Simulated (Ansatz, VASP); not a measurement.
**PC2: VASP beside Ansatz**

File INCAR:

```
PREC = Accurate
ENCUT = 520
EDIFF = 1E-6
ISMEAR = 0
SIGMA = 0.1
LREAL = F
LASPH = T
NELM = 60
ALGO = Normal
ISIF = 2
LWAVE = F
LCHARG = F
GGA = PE
NBANDS = 22
```

KPOINTS

```
regular mesh
0
Gamma
  6 6 4
```

Contents of POSCAR:

```
PC2
1.0
    3.4016175400      0.0000000000      0.0000000000
    0.0000000000      3.4016175400      0.0000000000
    0.0000000000      0.0000000000      7.0003603700
P C
2 4
Direct
    0.0000000000      0.5000000000      0.7247106400
    0.5000000000      0.0000000000      0.2752893600
    0.0000000000      0.5000000000      0.3656376900
    0.5000000000      0.0000000000      0.6343623100
    0.0000000000      0.0000000000      0.0000000000
    0.5000000000      0.5000000000      0.0000000000
```

Input for Ansatz:

```yaml
crystal:
  lattice:
    - [3.40161754, 0.0, 0.0]
    - [0.0, 3.40161754, 0.0]
    - [0.0, 0.0, 7.00036037]
  atoms:
    - { symbol: P, position: [0.0, 0.5, 0.72471064] }
    - { symbol: P, position: [0.5, 0.0, 0.27528936] }
    - { symbol: C, position: [0.0, 0.5, 0.36563769] }
    - { symbol: C, position: [0.5, 0.0, 0.63436231] }
    - { symbol: C, position: [0.0, 0.0, 0.0] }
    - { symbol: C, position: [0.5, 0.5, 0.0] }
basis:
  ecutwfc: 420
kpoints:
  mp_grid: { grid: [6, 6, 4] }
hamiltonian:
  xc: pbe
scf:
  occupations: { method: gaussian, width: 0.1 }
  lower_state_search: "off"
output:
  forces: true
  stress: true
  eigenvalues: true
```

Change from the starting cell: species swapped into the LaSe2 type (P4/nmm, No. 129).

Alike in both runs: task single point; functional PBE; k mesh 6 × 6 × 4; occupations gaussian, width 0.1 eV; no spin polarisation.

|  | VASP | Ansatz |
| --- | --- | --- |
| version | VASP 6.6.1 | Ansatz 0.2.0 |
| potentials or method | VASP PAW PBE potentials, release 64 (P, C) | scalar-relativistic, plane waves, PAW |
| plane-wave cutoff (eV) | 520 | 420 |
| valence electrons in the cell | 26 | 26 |

```csv
,VASP,Ansatz,Ansatz less VASP
gap on the k mesh at the Fermi level (eV),none,none,-
rms of the force components (eV/Å),0.251,0.250,-0.0007
```

Atom by atom the forces differ by 0.001 eV/Å (rms over components). A gap of «none» marks a metal or a gap that the smearing closes. The functional is the same, so the differences come from potentials, cutoffs and numerics.
